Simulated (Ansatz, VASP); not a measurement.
## Two plane-wave programs on Cu2AgGeSe4

The input POSCAR:

```
Cu2AgGeSe4
1.0
    0.0000000000      5.6808900000      0.0000000000
    5.6808900000      0.0000000000      0.0000000000
    2.8404450000      2.8404450000     -5.4619340000
Ge Cu Se Ag
1 2 4 1
Direct
    0.5000000000      0.5000000000      0.0000000000
    0.2500000000      0.7500000000      0.5000000000
    0.7500000000      0.2500000000      0.5000000000
    0.4042000000      0.4042000000      0.7326000000
    0.5958000000      0.1368000000      0.2674000000
    0.8632000000      0.8632000000      0.7326000000
    0.1368000000      0.5958000000      0.2674000000
    0.0000000000      0.0000000000      0.0000000000
```

Contents of INCAR.step1:

```
PREC     = Accurate       # precision mode
ENCUT    = 520            # plane-wave cutoff, eV
ISMEAR   = 1              # smearing method
SIGMA    = 0.0167         # smearing width, eV
LREAL    = F              # projectors in reciprocal space
LASPH    = T              # aspherical terms in the spheres
NELM     = 60             # most SCF steps
NBANDS   = 46             # bands
GGA      = PE             # functional
ALGO     = Normal         # electronic algorithm
EDIFF    = 1E-4           # SCF threshold, eV
LWAVE    = T              # write WAVECAR
LCHARG   = F              # write CHGCAR
```

File INCAR.step2:

```
PREC     = Accurate       # precision mode
ENCUT    = 520            # plane-wave cutoff, eV
EDIFF    = 1E-6           # SCF threshold, eV
ISMEAR   = 1              # smearing method
SIGMA    = 0.0167         # smearing width, eV
LREAL    = F              # projectors in reciprocal space
LASPH    = T              # aspherical terms in the spheres
NELM     = 60             # most SCF steps
ALGO     = Normal         # electronic algorithm
ISIF     = 2              # what is computed and relaxed
LWAVE    = F              # write WAVECAR
LCHARG   = T              # write CHGCAR
METAGGA  = R2SCAN         # meta-GGA
LMIXTAU  = T            
LELF     = T              # ELF
LVHAR    = T            
NBANDS   = 46             # bands
ISTART   = 1
```

Contents of KPOINTS:

```
regular mesh
0
Gamma
  4 4 4
```

Input for Ansatz:

```yaml
crystal:
  lattice:
    - [0.0, 5.68089, 0.0]
    - [5.68089, 0.0, 0.0]
    - [2.840445, 2.840445, -5.461934]
  atoms:
    - { symbol: Ge, position: [0.5, 0.5, 0.0] }
    - { symbol: Cu, position: [0.25, 0.75, 0.5] }
    - { symbol: Cu, position: [0.75, 0.25, 0.5] }
    - { symbol: Se, position: [0.4042, 0.4042, 0.7326] }
    - { symbol: Se, position: [0.5958, 0.1368, 0.2674] }
    - { symbol: Se, position: [0.8632, 0.8632, 0.7326] }
    - { symbol: Se, position: [0.1368, 0.5958, 0.2674] }
    - { symbol: Ag, position: [0.0, 0.0, 0.0] }
  symmetry: { tolerance: 0.0003 }
kpoints:
  mp_grid: { grid: [4, 4, 4], shift: [0, 0, 0] }
magnetization:
  spin_polarized: false
scf:
  occupations: { method: cold, width: 0.0167 }
hamiltonian:
  pseudopotentials: { kind: paw }
  xc: r2scan
basis:
  ecutwfc: 500
output:
  forces: true
  stress: true
  eigenvalues: true
```

The cell was built by a generator and needn't be a form met in nature.

Alike in both runs: task single point; functional r2SCAN; k mesh 4 × 4 × 4; no spin polarisation.

|  | VASP | Ansatz |
| --- | --- | --- |
| version | VASP 6.6.1 | Ansatz 0.2.0 |
| potentials or method | VASP PAW PBE potentials, release 64 (Ge_d, Cu, Se, Ag) | PAW plane waves |
| plane-wave cutoff (eV) | 520 | 500 |
| occupations | methfessel-paxton of order 1, width 0.0167 eV | cold, width 0.0167 eV |
| valence electrons in the cell | 71 | 135 |

Ansatz gave:

```
gap on the k mesh at the Fermi level (eV)       : none
pressure (GPa)                                  : 1.8
largest component of the traceless stress (GPa) : 0.71
rms of the force components (eV/Å)              : 0.189
```

**Question.** Estimate VASP's values.

**Answer.** gap on the k mesh at the Fermi level (eV): none; pressure (GPa): 1.8; largest component of the traceless stress (GPa): 0.72; rms of the force components (eV/Å): 0.193.

Atom by atom the forces differ by 0.006 eV/Å (rms over components). A gap of «none» marks a metal or a gap that the smearing closes. The two sets of potentials don't hold the same shells in valence.

Caveats: the PAW data sets were made with another functional, which shifts forces and pressure a little (VASP); the run has no spin polarisation, though such a crystal can be magnetic. With open d or f shells a metallic result of r2SCAN can be an artefact of self-interaction; +U or a hybrid may open a gap.
